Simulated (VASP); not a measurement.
Input:

```cif
data_F4Li4
_chemical_formula_sum 'Li4 F4'
_space_group_name_H-M_alt 'Fm-3m'
_space_group_IT_number 225
_space_group_name_Hall '-F 4 2 3'
_cell_length_a 4.05549
_cell_length_b 4.05549
_cell_length_c 4.05549
_cell_angle_alpha 90.000
_cell_angle_beta 90.000
_cell_angle_gamma 90.000
loop_
_atom_site_label
_atom_site_type_symbol
_atom_site_symmetry_multiplicity
_atom_site_Wyckoff_symbol
_atom_site_fract_x
_atom_site_fract_y
_atom_site_fract_z
_atom_site_occupancy
Li1 Li 4 a 0.00000 0.00000 0.00000 1
F1 F 4 b 0.50000 0.50000 0.50000 1
```
(The calculation used a cell of 2 atoms; values per cell refer to that cell.)

These are PBE GGA, VASP's PBE PAW potentials (set 64) (plane waves; VASP) values and carry that method's errors. Numerical set-up: 600 eV cut-off, 10×10×10 Γ-centred mesh, Gaussian smearing of 0.050 eV, potentials Li_sv F.

Each relaxation starts from this cell; other phases were not tried.

Question: The cell is relaxed at 15 GPa. What happens?

Answer: The volume per atom goes from 8.34 to 7.11 Å³ (-14.7 %), and the cell becomes a = b = c = 3.846 Å, α = β = γ = 90.00°, space group Fm-3m. The gap on the mesh goes from 8.91 to 10.44 eV.

Question: The cell is relaxed at 20 GPa. What happens?

Answer: The volume per atom goes from 8.34 to 6.85 Å³ (-17.8 %), and the cell becomes a = 3.7987 Å, b = 3.7987 Å, c = 3.7987 Å, α = 90.00°, β = 90.00°, γ = 90.00°, space group Fm-3m. The gap on the mesh goes from 8.91 to 10.83 eV.

Failed runs are left out, and for metals the shear rows, which the mesh's noise covers.

The compound is LiF in the rock salt structure.
